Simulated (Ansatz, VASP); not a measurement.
**Cross-check of CoSi2 between VASP and Ansatz**

Aim: how closely do two programs agree when they are given the same cell, functional and k mesh? The cell is taken from a series of runs on this material, whose earlier steps may have relaxed, scaled, displaced or heated it; both programs get it as it stands.

Main program and level: Ansatz 0.2.0; plane waves, with VASP 6.6.1 beside it; zone-centre phonons at LDA.

### Step 1. The starting structure

The structure is cubic, space group Fm-3m (No. 225). The conventional cell has a = 5.274 Å, b = 5.274 Å, c = 5.274 Å, α = 90.00°, β = 90.00°, γ = 90.00°. Nearest to Si lie 4 Co at 2.28 Å. Nearest to Co lie 8 Si at 2.28 Å. Farther neighbours are not listed.

### Step 2. Ansatz: zone-centre phonons, LDA

Ansatz runs on its PAW soft_1 files.

Second derivatives magnify differences that forces hide, and they need a tight electronic threshold.

input.yaml

```yaml
crystal:
  lattice:
    - [0.0, 2.6370298316, 2.6370298316]
    - [2.6370298316, 0.0, 2.6370298316]
    - [2.6370298316, 2.6370298316, 0.0]
  atoms:
    - { symbol: Si, position: [0.25, 0.25, 0.25] }
    - { symbol: Si, position: [0.75, 0.75, 0.75] }
    - { symbol: Co, position: [0.0, 0.0, 0.0] }
kpoints:
  mp_grid: { grid: [16, 16, 16] }
hamiltonian:
  xc: lda
  pseudopotentials: { kind: paw, azcp: { folder: soft_1 }, xc_functional: pbe }
scf:
  occupations: { method: methfessel_paxton, width: 0.2 }
output:
  eigenvalues: true
phonons:
  method: dfpt
```

On the command line:

```sh
$ ansatz run input.yaml --threads 4 --pin off --max-ram 10240MiB --backend cpu --events-out ev --progress --plain --runs-dir out
```

Numbers of over 12 decimals in the logs are rounded to 6 here.

The program printed:

```text
zone centre: on kpoints.mp_grid the ground state, and the responses unless they are solved on pairs of k-points, stand on 349 of the mesh's 4096 k-points, reduced under 8 symmetry operations, with k and −k counted as one. Each operation leaves every solved displacement unchanged or reverses it
Engine: ansatz 0.2.0, x86_64-unknown-linux-gnu
Pseudopotentials: kind: paw
Pseudopotential: Si, paw, valence charge 4, recommended cutoff 420 eV (normal), soft_1/Si.paw.azcp
Pseudopotential: Co, paw, valence charge 17, recommended cutoff 420 eV (normal), soft_1/Co.paw.azcp
Functional definition: SPW92
  exchange = slater_x
  correlation = pw_c
Crystal: 3 atoms, lattice volume = 36.675 Å³
Basis set: ecut = 420 eV, 725 PW (Γ), exchange–correlation on 50×50×50 points (8 copies of the dense FFT grid, shifted against one another)
Bands: 17, of which v1, the nominal top of the filled ones, is band 13 counted from 1 (12 counted from 0)
Symmetry: 48 space group operations
k-points: 349 of 4096 (irreducible under 8 space group operations, time reversal used)
Non-local potential: Si, projectors of the file, l = 0: 2, l = 1: 2, l = 2: 1
Non-local potential: Co, projectors of the file, l = 0: 3, l = 1: 2, l = 2: 3, l = 3: 1
PAW form: soft (Blöchl's): semilocal exchange-correlation on the pseudo side does not see the compensation charge
PAW frozen core: Si, regenerated for the run's functional, and the local potential with it (the file was generated under x = pbe(κ = 0.804, μ = 0.219515), c = pbe(β = 0.066725))
PAW frozen core: Co, regenerated for the run's functional, and the local potential with it (the file was generated under x = pbe(κ = 0.804, μ = 0.219515), c = pbe(β = 0.066725))
PAW one-centre angular grid: Si, 110 points (default); XC on 64 Gauss nodes
PAW one-centre angular grid: Co, 590 points (default); XC on 64 Gauss nodes
Initial density: superposition of atomic densities (chi_scale 0.1, normalization cell, long waves kept (reshape's long-wave potential 0.00 eV rms))
Initial wavefunctions: pseudopotential atomic-orbital guess
Functional: x = slater, c = lda
SCF iter   1: F=—  HF=-6283.241024 eV  |F-HF|=—  |Δ(HF+E_count)|=         —  Δρ=1.40e-1  dr2=8.20e0  ethr=3.10e-3  ⟨swp⟩=5.0  Hψ=30118  notcnv=0
preconditioner: auto → Kerker (q_TF=auto, 2.559 Å⁻¹)  [metal: Δε(μ)=0.041 eV  Ē_g=9.080 eV  σ=0.200 eV  W_gap=0.17  n_scr=14 (ndim 8)  ℏωp=25.3 eV  f_vac=0.000  D(μ)=0.95/eV (n_scr^D=8)]
SCF iter   2: F=—  HF=-6282.452491 eV  |F-HF|=—  |Δ(HF+E_count)|=   7.89e-1  S|Δr|=    0.00e0  Δρ=5.99e-2  dr2=2.08e0  ethr=3.10e-3  ⟨swp⟩=2.3  Hψ=11801  notcnv=0  defer=77
SCF iter   3: F=—  HF=-6281.962351 eV  |F-HF|=—  |Δ(HF+E_count)|=   4.90e-1  S|Δr|=    0.00e0  Δρ=2.26e-2  dr2=2.54e-1  ethr=3.10e-3  ⟨swp⟩=2.1  Hψ=10345  notcnv=0  defer=77
SCF iter   4: F=—  HF=-6281.928943 eV  |F-HF|=—  |Δ(HF+E_count)|=   3.34e-2  S|Δr|=    0.00e0  Δρ=1.02e-2  dr2=2.79e-2  ethr=1.02e-3  ⟨swp⟩=1.5  Hψ=8939  notcnv=0  defer=73
SCF iter   5: F=—  HF=-6281.927173 eV  |F-HF|=—  |Δ(HF+E_count)|=   1.77e-3  S|Δr|=    0.00e0  Δρ=4.05e-3  dr2=7.06e-3  ethr=1.11e-4  ⟨swp⟩=1.2  Hψ=6192  notcnv=0  defer=69
SCF iter   6: F=—  HF=-6281.926082 eV  |F-HF|=—  |Δ(HF+E_count)|=   1.09e-3  S|Δr|=    0.00e0  Δρ=9.89e-4  dr2=5.71e-4  ethr=2.82e-5  ⟨swp⟩=1.0  Hψ=5887  notcnv=0  defer=69
SCF iter   7: F=—  HF=-6281.925967 eV  |F-HF|=—  |Δ(HF+E_count)|=   1.15e-4  S|Δr|=    0.00e0  Δρ=1.47e-4  dr2=1.33e-5  ethr=2.28e-6  ⟨swp⟩=2.0  Hψ=8619  notcnv=0  defer=69
SCF iter   8: F=—  HF=-6281.925959 eV  |F-HF|=—  |Δ(HF+E_count)|=   7.66e-6  S|Δr|=    0.00e0  Δρ=1.43e-5  dr2=1.14e-7  ethr=5.33e-8  ⟨swp⟩=2.3  Hψ=7714  notcnv=0  defer=69
SCF iter   9: F=—  HF=-6281.925962 eV  |F-HF|=—  |Δ(HF+E_count)|=   2.93e-6  S|Δr|=    0.00e0  Δρ=2.43e-6  dr2=2.39e-9  ethr=4.54e-10  ⟨swp⟩=2.2  Hψ=8574  notcnv=0  defer=69
SCF iter  10: F=-6281.925962 eV  HF=-6281.925962 eV  |F-HF|=4.55e-12  |Δ(HF+E_count)|=  4.18e-10  S|Δr|=    0.00e0  Δρ=1.93e-7  dr2=7.47e-12  ethr=1.00e-12  ⟨swp⟩=5.9  Hψ=32242  notcnv=0
SCF 1 converged in 10 iterations: F = -6281.925962 eV  dr2 = 7.47e-12
  greatest PAW one-centre occupation: 1.001 electrons in one spin orbital (limit 2), on the Co atom at site 2 (counted from 0), in its partial waves of l = 1
DFPT response loops at Γ: preconditioner auto → Kerker (q_TF=auto, 2.559 Å⁻¹) (partly filled bands, converged f_vac=0.000); β = 1.00, the filter's whole step (`scf.mixing.beta` (0.50) is not read by the response loops under this deck's `scf.mixing.preconditioner`; to damp them name `kerker` or `kerker_dos`, under which they read `scf.mixing.beta`, and type it under 1.00, their step now; both keys bind the ground state too); Broyden in place of MSR1
SCF converged after 10 iterations
Stability not checked: this state was not tested for a lower state beside it, because cold or Methfessel-Paxton smearing, or corrected tetrahedra, fill the levels in a way that the test cannot read (fill_not_monotonic; see scf.lower_state_search)
Free energy (F): -6281.925962 eV
Harris-Foulkes:  -6281.925962 eV  (|F-HF|=4.55e-12)
Internal energy: -6281.926791 eV  (E = F + TS)
E sigma→0 (E₀):  -6281.926170 eV
Entropy (-TS):   0.000829 eV (0.276 meV/atom)
Fermi energy:    13.348450 eV
--- Per-component energies (eV) ---
  E_band       = -271.546657
  E_kinetic    = 388.052520
  E_local      = -3865.035911  (includes V_loc(G=0)·N_el)
  E_nonlocal   = 486.397967
  E_hartree    = 1753.557950
  E_xc         = -209.833974
  E_vxc        = -222.752000  (∫ρ·V_xc dr)
  E_paw        = -2481.144725  (= ΣΔE_a)
  E_vpaw       = -565.325053  (= ΣTr[D̂ρ^β])
  E_aug_tail   = 0.000031  (compensation charges beyond the density's cutoff)
  E_ewald      = -2354.507562
  E_core_change = 0.586913  (= ΣΔE_core)
  E_smearing   = 0.000829  (= −TS)
  E_closure    = -0.000000  (closes the sum)
  Σ components = -6281.925962   (vs F -6281.925962, Δ=0.00e0)
--- Band table (eV; the first three rows and the last of 349) ---
  k-point 0: bands = [... 9 lower, 11.3010, 14.4779, 16.8384, 16.8384, 16.8384, 16.9820, 16.9820, 16.9820]
  k-point 1: bands = [... 9 lower, 11.2816, 14.5158, 15.7657, 16.3235, 16.3235, 17.5275, 17.5275, 18.1103]
  k-point 2: bands = [... 9 lower, 11.2322, 14.1487, 15.2732, 15.7618, 15.7618, 17.9915, 17.9915, 18.7199]
  k-point 348: bands = [... 9 lower, 10.9095, 11.2381, 11.7949, 12.6429, 17.1985, 17.1985, 19.2320, 20.1384]
--- Phonons (Γ-DFPT): 2 representative perturbations + reference, on 349 of 4096 k-points (Σ response iterations 6) ---
  k mesh reduced under 8 symmetry operations, with k and −k counted as one. Each operation leaves every solved displacement unchanged or reverses it
  ASR residual: 4.199e-5 → 0.000e0 eV/Å²; symmetrization residual: 6.781e-7 eV/Å²
  ASR residual per site (eV/Å²): 4.20e-5 4.20e-5 6.79e-6
  Γ frequencies (cm⁻¹): 0.00 0.00 0.00 347.60 347.60 347.60 348.13 348.13 348.13
  non-analytic LO–TO correction: not included (Born effective charges unavailable; polar crystals: no LO–TO splitting at Γ)
```

[end of part 1 of 2]

[Lines on the potential files, build, host, timing and source positions are cut from VASP's logs without a mark.]

[Logs are printed without paths, hosts, clocks, repeated set-up lines and the standing remarks that a program may print on its own settings, such as how far it seeks lower states.]

[Hosts, paths, dates, database ids (printed as entryN), source tags and the programs' standing remarks are cut or masked in the printed files.]
